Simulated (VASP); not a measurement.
Computed with PBE GGA, VASP's PBE PAW potentials (set 64) (plane waves; VASP 6.6.1).

VASP ran on this input.

**KPOINTS**
```
Automatic mesh
0
Gamma
9 9 9
0 0 0
```

### POSCAR
```
CaO
1
    0.0000000000     2.4195481198     2.4195481198
    2.4195481198    -0.0000000000     2.4195481198
    2.4195481198     2.4195481198    -0.0000000000
Ca O
1 1
Direct
  0.0000000000   0.0000000000   0.0000000000
  0.5000000000   0.5000000000   0.5000000000
```

**INCAR**
```
EDIFF  =  1E-6   # SCF stop (eV)
GGA  =  PE
ENCUT  =  520   # plane-wave cut-off (eV)
ISMEAR  =  0   # Gaussian
LASPH  =  .True.   # aspherical one-centre terms
LREAL  =  .False.   # projection in real space or not
SYSTEM  =  CaO
NELM  =  100   # most electronic steps
ALGO  =  Normal   # blocked Davidson
SIGMA  =  0.05   # width (eV)
LCHARG  =  .True.
PREC  =  Accurate
LWAVE  =  .False.
```

POTCAR, in this order: Ca_sv O (PBE.64 set). Program: vasp_std.

Predict the energy per atom (σ→0).

- energy per atom (σ→0) = -617.8 kJ/mol of atoms

File OSZICAR:
```
...
DAV:   7    -0.128063460605E+02    0.43938E-01   -0.73219E-01  1160   0.833E+00    0.175E+00
DAV:   8    -0.128075408179E+02   -0.11948E-02   -0.83740E-02   888   0.328E+00    0.448E-01
DAV:   9    -0.128052607113E+02    0.22801E-02   -0.26861E-02  1060   0.133E+00    0.139E-01
DAV:  10    -0.128056932062E+02   -0.43249E-03   -0.23295E-03   904   0.486E-01    0.263E-02
DAV:  11    -0.128057496470E+02   -0.56441E-04   -0.39380E-04  1184   0.162E-01    0.316E-02
DAV:  12    -0.128057337814E+02    0.15866E-04   -0.64249E-05   964   0.864E-02    0.521E-03
DAV:  13    -0.128057336535E+02    0.12790E-06   -0.45976E-06  1064   0.209E-02
   1 F= -.12805734E+02 E0= -.12805734E+02  d E =-.575088E-21
```

The compound is CaO in the rock salt structure. It was relaxed first.
